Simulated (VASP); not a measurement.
HPbNO4:

```
H Pb N O
1.0
     6.85876    0.00000   -0.01491
     0.00000    4.22865    0.00000
    -3.37519    0.00000    7.28194
H Pb N O
2 2 2 8
Direct
  0.22549 0.75000 0.50730
  0.77451 0.25000 0.49270
  0.30229 0.25000 0.28494
  0.69771 0.75000 0.71506
  0.21484 0.75000 0.83567
  0.78516 0.25000 0.16433
  0.33078 0.75000 0.45338
  0.40909 0.75000 0.86901
  0.15508 0.75000 0.96537
  0.07083 0.75000 0.66955
  0.66922 0.25000 0.54661
  0.59091 0.25000 0.13099
  0.84492 0.25000 0.03463
  0.92917 0.25000 0.33045
```

The cell was built by a generator and needn't be a form met in nature.

```yaml
Program: VASP 6.6.1
Task: single point
Functional: PBE
Potentials_or_basis: VASP PAW PBE potentials, release 64 (H, Pb_d, N, O)
Cutoff: 520 eV
k_mesh: 5 × 6 × 4
Occupations: fermi-dirac, width 0.05 eV
Spin: no spin polarisation
```

On this cell: pressure 0.6 GPa; largest force 0.464 eV/Å; band gap on the k mesh 3.06 eV, indirect (least direct gap 3.27 eV).

The same run follows on a disturbed copy (atoms moved at random, drawn with an rms of 0.05 Å):

```
H Pb N O
1.0
     6.85876    0.00000   -0.01491
     0.00000    4.22865    0.00000
    -3.37519    0.00000    7.28194
H Pb N O
2 2 2 8
Direct
  0.21882 0.74089 0.51126
  0.77311 0.24061 0.49572
  0.30927 0.25519 0.28522
  0.69837 0.74266 0.71241
  0.20704 0.73715 0.83533
  0.78697 0.25991 0.16396
  0.32198 0.74606 0.45149
  0.40512 0.75346 0.86458
  0.15179 0.75462 0.96601
  0.06836 0.75429 0.67270
  0.65577 0.24213 0.54473
  0.58962 0.25173 0.12766
  0.84425 0.26540 0.03520
  0.92512 0.24933 0.32549
```

What changes?

The energy moves by +20.5 meV/atom; pressure 1.2 GPa; largest force 3.146 eV/Å; band gap on the k mesh 2.95 eV, indirect (least direct gap 3.08 eV).

Forces in eV/Å, atoms in the order of the input:
```
H    0.798  0.069 -0.415
H   -1.526  0.035  0.418
Pb  -0.269 -0.082 -0.171
Pb  -0.530  0.005  0.210
N    2.473  1.672  0.994
N   -1.451 -0.415 -1.115
O   -0.530 -0.024  0.382
O   -0.883 -0.603  0.215
O   -0.410 -0.559  0.522
O   -0.976 -0.511 -1.810
O    2.010  0.033 -0.447
O   -0.343  0.143  0.088
O    1.018  0.156 -1.047
O    0.619  0.078  2.177
```

Stress tensor (GPa, compression positive):
```
-0.98 -0.07  1.44
-0.07  0.07 -0.08
 1.44 -0.08  4.46
```

Caveats: the standard files for N, O and F lose accuracy on very short bonds; spin-orbit coupling is left out, which as a rule narrows the gap of such compounds by several tenths of an eV; an odd mesh through Γ misses points on the zone boundary, where band edges often lie.
